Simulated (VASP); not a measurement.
Output of a VASP run:

**OSZICAR**
```
       N       E                     dE             d eps       ncg     rms          rms(c)
DAV:   1    -0.403714689419E+02   -0.40371E+02   -0.29609E-05   532   0.329E-02    0.106E-02
DAV:   2    -0.403714679003E+02    0.10416E-05   -0.49114E-06   540   0.115E-02    0.350E-03
DAV:   3    -0.403714676463E+02    0.25396E-06   -0.81169E-07   440   0.417E-03    0.106E-03
DAV:   4    -0.403714675624E+02    0.83875E-07   -0.15583E-07   432   0.347E-03
   1 F= -.40371468E+02 E0= -.40371468E+02  d E =-.214378E-11
```

**OUTCAR**
```
------------------------ aborting loop because EDIFF is reached ----------------------------------------
  FORCE on cell =-STRESS in cart. coord.  units (eV):
  Direction    XX          YY          ZZ          XY          YZ          ZX
  --------------------------------------------------------------------------------------
  Total       -1.0958868     -1.0958868     -0.2799536      0.0000000      0.0000000      0.0000000
  in kB       -3.3780150     -3.3780150     -0.8629427      0.0000000      0.0000000      0.0000000
  external PRESSURE =      -2.5396576 kB  Pullay stress =       0.0000000 kB
  volume of cell :      519.77
      direct lattice vectors                 reciprocal lattice vectors
     4.019499390  0.000000000  0.000000000     0.248787200  0.000000000  0.000000000
     0.000000000  4.019499390  0.000000000     0.000000000  0.248787200  0.000000000
     0.000000000  0.000000000 32.171459997     0.000000000  0.000000000  0.031083451
 POSITION                                       TOTAL-FORCE (eV/Angst)
 -----------------------------------------------------------------------------------
      0.00000      2.00975      9.03795         0.000000      0.000000      0.004276
      2.00975      0.00000     11.80058         0.000000      0.000000     -0.013547
      0.00000      2.00975     14.66621         0.000000      0.000000      0.019536
      2.00975      0.00000     17.50525        -0.000000      0.000000     -0.019536
      0.00000      2.00975     20.37088        -0.000000      0.000000      0.013547
      2.00975      0.00000     23.13351        -0.000000      0.000000     -0.004276
      0.00000      2.00975     11.83451         0.000000      0.000000     -0.019273
      2.00975      0.00000      8.92424        -0.000000      0.000000      0.007369
      0.00000      2.00975     17.50705         0.000000     -0.000000      0.018233
      2.00975      0.00000     14.66441         0.000000      0.000000     -0.018233
      0.00000      2.00975     23.24722         0.000000     -0.000000     -0.007369
      2.00975      0.00000     20.33695        -0.000000      0.000000      0.019273
 -----------------------------------------------------------------------------------
    total drift:                               -0.000000     -0.000000     -0.000000
  FREE ENERGIE OF THE ION-ELECTRON SYSTEM (eV)
  ---------------------------------------------------
  free  energy   TOTEN  =       -40.3714675624 eV

  energy  without entropy=      -40.3714675624  energy(sigma->0) =      -40.37146756

 total charge

# of ion       s       p       d       tot
------------------------------------------
    1        0.039   5.973   0.000   6.012
    2        0.041   5.976   0.000   6.017
    3        0.041   5.977   0.000   6.018
    4        0.041   5.977   0.000   6.018
    5        0.041   5.976   0.000   6.017
    6        0.039   5.973   0.000   6.012
    7        1.588   3.579   0.000   5.167
    8        1.587   3.564   0.000   5.151
    9        1.588   3.577   0.000   5.165
   10        1.588   3.577   0.000   5.165
   11        1.587   3.564   0.000   5.151
   12        1.588   3.579   0.000   5.167
--------------------------------------------------
tot          9.766  57.292   0.000  67.058
```
(Selected blocks of OUTCAR.)

File POSCAR:
```
NaCl(100) slab
1
    4.0194993900     0.0000000000     0.0000000000
    0.0000000000     4.0194993900     0.0000000000
    0.0000000000     0.0000000000    32.1714599974
Na Cl
6 6
Direct
  0.0000000000   0.5000000000   0.2809305991
  0.5000000000   0.0000000000   0.3668028522
  0.0000000000   0.5000000000   0.4558764058
  0.5000000000   0.0000000000   0.5441235942
  0.0000000000   0.5000000000   0.6331971478
  0.5000000000   0.0000000000   0.7190694009
  0.0000000000   0.5000000000   0.3678573386
  0.5000000000   0.0000000000   0.2773962838
  0.0000000000   0.5000000000   0.5441795367
  0.5000000000   0.0000000000   0.4558204633
  0.0000000000   0.5000000000   0.7226037162
  0.5000000000   0.0000000000   0.6321426614
```

Task: Write an INCAR and KPOINTS that could have produced this output.

Result: Several could match; the one computed here: the input of the run itself, PBE GGA, plane waves, VASP's PBE PAW potentials (set 64).

### INCAR
```
SYSTEM = NaCl(100) slab
PREC = Normal
ENCUT = 400
EDIFF = 1E-6
NELM = 100
ALGO = Normal
LREAL = .FALSE.
LASPH = .TRUE.
ISMEAR = 0
SIGMA = 0.05
GGA = PE
LWAVE = .FALSE.
LCHARG = .FALSE.
NELMIN = 4
LDIPOL = .TRUE.
IDIPOL = 3
DIPOL = 0.5 0.5 0.5
LVHAR = .TRUE.
LORBIT = 11
```

File KPOINTS:
```
Regular mesh
0
G
5 5 1
0 0 0
```

POTCAR, in this order: Na_pv Cl (PBE.64 set). Program: vasp_std. Read from the step before: WAVECAR.

The cell is a thin slab with vacuum, built from NaCl (rock salt): (100) face.
